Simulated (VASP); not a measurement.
Energy against volume of AgCl (rock salt). Computed with PBE0 hybrid, VASP's PBE PAW potentials (set 64) (plane waves; VASP). Run with 520 eV cut-off, 6×6×6 Γ-centred mesh, Gaussian smearing of 0.050 eV, potentials Ag Cl.

```csv
V (Å³/atom),E (eV/atom)
20.706,-3.58606
21.367,-3.59394
22.028,-3.59556
22.689,-3.59205
```

Problem. Fit these four points and predict the energy of the run at 20.046 Å³/atom.

Solution. A cubic in V^(−2/3), the third-order Birch-Murnaghan form, passes through the four points with V0 = 21.89 Å³/atom and B0 = 43 GPa, and gives -3.5706 eV/atom there. The run gave -3.5706 eV/atom, -0.1 meV/atom from the fit; all five points give B0 = 43 GPa.

The compound is AgCl in the rock salt structure. It was relaxed first. The cell's shape comes from a PBE relaxation.
